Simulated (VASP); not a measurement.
TeW2:

```xyz
3
Lattice="0.0000 3.1299 3.1299 3.1299 0.0000 3.1299 3.1299 3.1299 0.0000" Properties=species:S:1:pos:R:3 pbc="T T T"
Te    0.0000    0.0000    0.0000
W     1.5650    1.5650    1.5650
W     4.6949    4.6949    4.6949
```

The cell was built by a generator and needn't be a form met in nature.

* Program: VASP 6.6.1
* Task: relaxation of cell and atoms
* Functional: PBE
* Dispersion: D4
* Potentials or basis: VASP PAW PBE potentials, release 64 (Te, W_sv)
* Cutoff: 600 eV
* k mesh: 7 × 7 × 7
* Occupations: methfessel-paxton, width 0.2 eV
* Spin: no spin polarisation

At the start: pressure -5.9 GPa; volume 20.44 Å³/atom.

Question: How do energy, volume and symmetry change on relaxing?

Answer: Over 4 steps the energy falls by 13.4 meV/atom and the volume is 19.74 Å³/atom (-3.4 %); space group Fm-3m (No. 225, to 0.05 Å).

The path:
```tsv
step	energy change (eV)	largest force (eV/Å)	pressure (GPa)	volume (Å³)
1	0.0000	0.0000	-5.88	61.33
2	0.1729	0.0000	17.13	54.91
3	-0.0402	0.0000	-0.18	59.27
4	-0.0402	0.0000	-0.03	59.23
```

Final structure:
```xyz
3
Lattice="0.0000 3.0938 3.0938 3.0938 0.0000 3.0938 3.0938 3.0938 0.0000" Properties=species:S:1:pos:R:3 pbc="T T T"
Te    6.1876    6.1876    6.1876
W     1.5469    1.5469    1.5469
W     4.6407    4.6407    4.6407
```

Caveat: pairwise dispersion overbinds metals, which lowers pressure and volume.
